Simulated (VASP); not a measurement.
Level of theory: PBEsol GGA, VASP's PBE PAW potentials (set 64) (plane waves; VASP).

VASP input:

INCAR:
```
SYSTEM  =  HfNb3N4
PREC  =  Accurate; ENCUT  =  520; LREAL  =  F
LASPH  =  T; ICHARG  =  11
EDIFF  =  1E-7; NELM  =  100; ALGO  =  Normal
LMAXMIX  =  6
ISMEAR  =  0; SIGMA  =  0.05
GGA  =  PS
LWAVE  =  F; LCHARG  =  F; LORBIT  =  11
```

File KPOINTS:
```
k-points along high-symmetry lines
15
Line-mode
Reciprocal
  0.000000   0.000000   0.000000 ! GAMMA
  0.000000   0.500000   0.000000 ! X

  0.000000   0.500000   0.000000 ! X
  0.500000   0.500000   0.000000 ! M

  0.500000   0.500000   0.000000 ! M
  0.000000   0.000000   0.000000 ! GAMMA

  0.000000   0.000000   0.000000 ! GAMMA
  0.500000   0.500000   0.500000 ! R

  0.500000   0.500000   0.500000 ! R
  0.000000   0.500000   0.000000 ! X

  0.500000   0.500000   0.500000 ! R
  0.500000   0.500000   0.000000 ! M
```

### POSCAR
```
HfNb3N4
1
    4.4058555175     0.0000000000     0.0000000000
    0.0000000000     4.4058555175     0.0000000000
    0.0000000000     0.0000000000     4.4058555175
Nb N Hf
3 4 1
Direct
  0.0000000000   0.0000000000   0.0000000000
  0.5000000000   0.5000000000   0.0000000000
  0.5000000000   0.0000000000   0.5000000000
  0.5000000000   0.5000000000   0.5000000000
  0.0000000000   0.0000000000   0.5000000000
  0.0000000000   0.5000000000   0.0000000000
  0.5000000000   0.0000000000   0.0000000000
  0.0000000000   0.5000000000   0.5000000000
```

POTCAR, in this order: Nb_sv N Hf_pv (PBE.64 set). Program: vasp_std. Read from the step before: CHGCAR.

Output

File OSZICAR:
```
       N       E                     dE             d eps       ncg     rms          rms(c)
DAV:   1     0.781535459077E+03    0.78154E+03   -0.38492E+04  7380   0.177E+03
DAV:   2    -0.144468819610E+02   -0.79598E+03   -0.77941E+03  8773   0.672E+02
DAV:   3    -0.827479791714E+02   -0.68301E+02   -0.66792E+02 12256   0.148E+02
DAV:   4    -0.875669846448E+02   -0.48190E+01   -0.47450E+01 11984   0.335E+01
DAV:   5    -0.878595409540E+02   -0.29256E+00   -0.28619E+00 12239   0.777E+00
DAV:   6    -0.878872053557E+02   -0.27664E-01   -0.26575E-01 12144   0.150E+00
DAV:   7    -0.878911683103E+02   -0.39630E-02   -0.38521E-02 11680   0.351E-01
DAV:   8    -0.878918326543E+02   -0.66434E-03   -0.65116E-03 12792   0.991E-02
DAV:   9    -0.878919505568E+02   -0.11790E-03   -0.11673E-03 11104   0.328E-02
DAV:  10    -0.878919702053E+02   -0.19649E-04   -0.19546E-04  8104   0.111E-02
DAV:  11    -0.878919734981E+02   -0.32928E-05   -0.32835E-05  7024   0.451E-03
DAV:  12    -0.878919740588E+02   -0.56071E-06   -0.56050E-06  6792   0.193E-03
DAV:  13    -0.878919741575E+02   -0.98688E-07   -0.97963E-07  6472   0.995E-04
   1 F= -.87891974E+02 E0= -.87885085E+02  d E =-.137777E-01
```

**OUTCAR**
```
 val. band max:       12.7497906919   @ k =   0.0357   0.5000   0.0000

 cond. band min:      12.7538717479   @ k =   0.3571   0.5000   0.3571



 k-point     1 :       0.0000    0.0000    0.0000
  band No.  band energies     occupation
      1     -43.6971      2.00000
      2     -43.5647      2.00000
      3     -43.5647      2.00000
      4     -20.2093      2.00000
      5     -20.2093      2.00000
      6     -20.2093      2.00000
      7     -19.7509      2.00000
      8     -19.7509      2.00000
      9     -19.7509      2.00000
     10     -19.5871      2.00000
     11     -19.5871      2.00000
     12     -19.5871      2.00000
     13     -18.7010      2.00000
     14     -18.7010      2.00000
     15     -18.7010      2.00000
     16      -5.0891      2.00000
     17      -4.3478      2.00000
     18      -4.2245      2.00000
     19      -4.2245      2.00000
     20       6.8697      2.00000
     21       6.8697      2.00000
     22       6.8697      2.00000
     23       7.6456      2.00000
     24       7.6456      2.00000
     25       7.6456      2.00000
     26       8.5971      2.00000
     27       8.5971      2.00000
     28       8.5971      2.00000
     29       8.6331      2.00000
     30       8.6331      2.00000
     31       8.6331      2.00000
     32       9.2942      2.00000
     33       9.2942      2.00000
     34       9.2942      2.00000
     35      10.8363      2.00000
     36      10.8363      2.00000
     37      10.8363      2.00000
     38      12.6384      1.99855
     39      12.6384      1.99855
     40      14.1229      0.00000
     41      14.9591      0.00000

 k-point     2 :       0.0000    0.0357    0.0000
  band No.  band energies     occupation
      1     -43.6967      2.00000
      2     -43.5650      2.00000
      3     -43.5647      2.00000
      4     -20.2079      2.00000
      5     -20.2079      2.00000
      6     -20.2075      2.00000
      7     -19.7514      2.00000
      8     -19.7513      2.00000
...
```

The density is held fixed in this step, so its total energy and stress have no physical meaning. Unless said otherwise, spin-orbit coupling is left out, though it shifts the bands of the heavy elements here.

The structure was generated: HfNb3N4 was put into an ordered model structure (Pm-3m), which need not be its known phase. It was relaxed first. The electron count is odd and the run is not spin-polarised, which forces a metal.
